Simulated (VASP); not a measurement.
Crystal: LiCe3.

```xyz
4
Lattice="4.7379 0.0000 0.0000 0.0000 4.7379 0.0000 0.0000 0.0000 4.7379" Properties=species:S:1:pos:R:3 pbc="T T T"
Ce    2.3689    0.0000    2.3689
Ce    0.0000    2.3689    2.3689
Ce    2.3689    2.3689    0.0000
Li    0.0000    0.0000    0.0000
```

The cell comes from a database or a generator and needn't be the stable form of this composition.

```yaml
Program: VASP 6.6.1
Task: relaxation of cell and atoms
Functional: r2SCAN
Potentials_or_basis: VASP PAW PBE potentials, release 64 (Ce, Li_sv)
Cutoff: 600 eV
k_mesh: 6 × 6 × 6
Occupations: methfessel-paxton, width 0.1 eV
Spin: collinear spin, ferromagnetic start
Starting_moments: "[1.0, 1.0, 1.0, 0.0] μB"
```

At the start: pressure 1.9 GPa; volume 26.59 Å³/atom.

**Question.** How do energy, volume and symmetry change on relaxing?

**Answer.** Over 3 steps the energy falls by 11.4 meV/atom and the volume is 28.67 Å³/atom (+7.8 %); space group Pm-3m (No. 221, to 0.05 Å); moment 4.54 μB per cell.

Step by step:
| step | energy change (eV) | largest force (eV/Å) | pressure (GPa) | volume (Å³) |
| --- | --- | --- | --- | --- |
| 1 | 0.0000 | 0.0000 | 1.86 | 106.35 |
| 2 | -0.0383 | 0.0000 | 0.70 | 111.18 |
| 3 | -0.0457 | 0.0000 | 0.00 | 114.67 |

Final structure:
```xyz
4
Lattice="4.8583 0.0000 0.0000 0.0000 4.8583 0.0000 0.0000 0.0000 4.8583" Properties=species:S:1:pos:R:3 pbc="T T T"
Ce    2.4292    0.0000    2.4292
Ce    0.0000    2.4292    2.4292
Ce    2.4292    2.4292    0.0000
Li    0.0000    0.0000    0.0000
```

Caveat: the cutoff is under 1.25 times the usual one of these potentials, so pressure, stress and relaxed cells hold a basis-set (Pulay) error; the magnetic or orbital state may not be the lowest; the PAW data sets were made with another functional, which shifts forces and pressure a little; without U or exact exchange the open f shell lies at the Fermi level, which spoils levels, moments and volumes.
